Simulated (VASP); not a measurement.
Output of a VASP run:

OSZICAR:
```
       N       E                     dE             d eps       ncg     rms          rms(c)
DAV:   1     0.895274405711E+02    0.89527E+02   -0.91208E+03   998   0.153E+03
DAV:   2    -0.324348660829E+02   -0.12196E+03   -0.12007E+03  1112   0.362E+02
DAV:   3    -0.425898876206E+02   -0.10155E+02   -0.10105E+02  1238   0.989E+01
DAV:   4    -0.428100085809E+02   -0.22012E+00   -0.22009E+00  1076   0.166E+01
DAV:   5    -0.428178096599E+02   -0.78011E-02   -0.78010E-02  1398   0.289E+00    0.368E+00
DAV:   6    -0.393057742684E+02    0.35120E+01   -0.12871E+00  1154   0.180E+01    0.258E+00
DAV:   7    -0.392258188039E+02    0.79955E-01   -0.51863E-01  1004   0.855E+00    0.980E-01
DAV:   8    -0.393230887343E+02   -0.97270E-01   -0.45217E-01   980   0.620E+00    0.537E-01
DAV:   9    -0.393469248462E+02   -0.23836E-01   -0.19826E-02  1022   0.130E+00    0.423E-01
DAV:  10    -0.393677258412E+02   -0.20801E-01   -0.31489E-02   986   0.151E+00    0.939E-02
DAV:  11    -0.393689039188E+02   -0.11781E-02   -0.14804E-02   980   0.128E+00    0.793E-02
DAV:  12    -0.393719152410E+02   -0.30113E-02   -0.39565E-03   992   0.630E-01    0.437E-02
DAV:  13    -0.393702618228E+02    0.16534E-02   -0.13243E-03  1016   0.452E-01    0.458E-02
DAV:  14    -0.393720269733E+02   -0.17652E-02   -0.10727E-03   980   0.355E-01    0.113E-02
DAV:  15    -0.393721623943E+02   -0.13542E-03   -0.15965E-04  1058   0.152E-01    0.316E-03
DAV:  16    -0.393721505266E+02    0.11868E-04   -0.97863E-06  1088   0.444E-02    0.263E-03
DAV:  17    -0.393721586289E+02   -0.81023E-05   -0.13430E-06  1040   0.161E-02    0.271E-03
DAV:  18    -0.393721552635E+02    0.33654E-05   -0.86422E-07   998   0.122E-02    0.103E-03
DAV:  19    -0.393721595333E+02   -0.42698E-05   -0.60893E-07  1016   0.102E-02    0.418E-04
DAV:  20    -0.393721586453E+02    0.88797E-06   -0.46599E-08   562   0.214E-03    0.254E-04
DAV:  21    -0.393721588476E+02   -0.20228E-06   -0.34784E-09   514   0.706E-04    0.229E-04
DAV:  22    -0.393721589570E+02   -0.10942E-06   -0.33360E-09   508   0.507E-04    0.131E-04
DAV:  23    -0.393721590244E+02   -0.67339E-07   -0.46540E-09   508   0.780E-04
   1 F= -.39372159E+02 E0= -.39372159E+02  d E =0.000000E+00
       N       E                     dE             ncg
       N       E                     dE             ncg
```

### OUTCAR
```
------------------------ aborting loop because EDIFF is reached ----------------------------------------
  FORCE on cell =-STRESS in cart. coord.  units (eV):
  Direction    XX          YY          ZZ          XY          YZ          ZX
  --------------------------------------------------------------------------------------
  Total        0.0163997      0.0163997      0.0163997     -0.0000000      0.0000000      0.0000000
  in kB        0.4897044      0.4897044      0.4897044     -0.0000000      0.0000000      0.0000000
  external PRESSURE =       0.4897044 kB  Pullay stress =       0.0000000 kB
  volume of cell :       53.66
      direct lattice vectors                 reciprocal lattice vectors
     0.000000000  2.993600088  2.993600088    -0.167022977  0.167022977  0.167022977
     2.993600088  0.000000000  2.993600088     0.167022977 -0.167022977  0.167022977
     2.993600088  2.993600088  0.000000000     0.167022977  0.167022977 -0.167022977
 POSITION                                       TOTAL-FORCE (eV/Angst)
 -----------------------------------------------------------------------------------
      0.00000      0.00000      0.00000         0.000000      0.000000      0.000000
      2.99360      2.99360      2.99360        -0.000000      0.000000     -0.000000
 -----------------------------------------------------------------------------------
    total drift:                               -0.000000      0.000000      0.000000
  FREE ENERGIE OF THE ION-ELECTRON SYSTEM (eV)
  ---------------------------------------------------
  free  energy   TOTEN  =       -39.3721590244 eV

  energy  without entropy=      -39.3721590244  energy(sigma->0) =      -39.37215902

 total charge

# of ion       s       p       d       tot
------------------------------------------
    1        1.369   0.686   9.990  12.044
    2        1.472   2.345   0.028   3.846
--------------------------------------------------
tot          2.841   3.031  10.018  15.890
```
(Selected blocks of OUTCAR.)

### POSCAR
```
SnSe
1
   -0.0000000000     2.9936000877     2.9936000877
    2.9936000877     0.0000000000     2.9936000877
    2.9936000877     2.9936000877    -0.0000000000
Sn Se
1 1
Direct
  0.0000000000   0.0000000000   0.0000000000
  0.5000000000   0.5000000000   0.5000000000
```

**Question.** Write an INCAR and KPOINTS that could have produced this output.

**Answer.** This is not unique; one that fits is the input of the run itself, r2SCAN+rVV10, plane waves, VASP's PBE PAW potentials (set 64).

**INCAR**
```
! general
SYSTEM   = SnSe
PREC     = Accurate
ENCUT    = 400
LREAL    = .FALSE.
LASPH    = .TRUE.

! electronic loop
EDIFF    = 1E-7
NELM     = 100
ALGO     = Normal
LMAXMIX  = 4
LMIXTAU  = .TRUE.

! smearing
ISMEAR   = -5

! functional
METAGGA  = R2SCAN
LUSE_VDW = .TRUE.
BPARAM   = 11.95
CPARAM   = 0.0093

! ions
ISIF     = 2

! output
LWAVE    = .FALSE.
LCHARG   = .FALSE.
LORBIT   = 11
NEDOS    = 601
```

File KPOINTS:
```
kpoints
0
G
 9 9 9
0 0 0
```

**KPOINTS_OPT**
```
k-points along high-symmetry lines
10
Line-mode
Reciprocal
  0.000000   0.000000   0.000000 ! GAMMA
  0.500000   0.000000   0.500000 ! X

  0.500000   0.000000   0.500000 ! X
  0.625000   0.250000   0.625000 ! U

  0.375000   0.375000   0.750000 ! K
  0.000000   0.000000   0.000000 ! GAMMA

  0.000000   0.000000   0.000000 ! GAMMA
  0.500000   0.500000   0.500000 ! L

  0.500000   0.500000   0.500000 ! L
  0.500000   0.250000   0.750000 ! W

  0.500000   0.250000   0.750000 ! W
  0.500000   0.000000   0.500000 ! X
```

POTCAR, in this order: Sn_d Se (PBE.64 set). Program: vasp_std.

The structure comes from a measured SnSe entry (Fm-3m) of the Crystallography Open Database, whose conditions weren't checked. It was relaxed first.
